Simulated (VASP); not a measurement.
Given:

```
CELL_PARAMETERS angstrom
      0.00000     1.77833     1.77833
      1.77833     0.00000     1.77833
      1.77833     1.77833     0.00000
ATOMIC_POSITIONS crystal
  C  0.00000 0.00000 0.00000
  C  0.25000 0.25000 0.25000
```

Method: PBEsol GGA, VASP's PBE PAW potentials (set 64) (plane waves; VASP). Numerical set-up: 600 eV cut-off, 12×12×12 Γ-centred mesh, Gaussian smearing of 0.050 eV, potentials C.

Energy and stress use the plane-wave basis of the starting cell.

Question: The ions, cell shape and volume at an external pressure of 20.0 GPa are relaxed. Which structure does the run end with?

Answer: 
```
CELL_PARAMETERS angstrom
      0.00000     1.75312     1.75312
      1.75312     0.00000     1.75312
      1.75312     1.75312     0.00000
ATOMIC_POSITIONS crystal
  C  0.00000 0.00000 0.00000
  C  0.25000 0.25000 0.25000
```
Space group Fd-3m (227), at a tolerance of 0.03 Å.

Question: How do energy and volume change from the first to the last step?

Answer: The energy (σ→0) changes by +13.8 meV/atom and the volume by -4.2 %, in 4 ionic steps.

The compound is C in the diamond structure. This run relaxes it under an external pressure of 20 GPa. Symmetry was kept, so distortions that lower it aren't found.
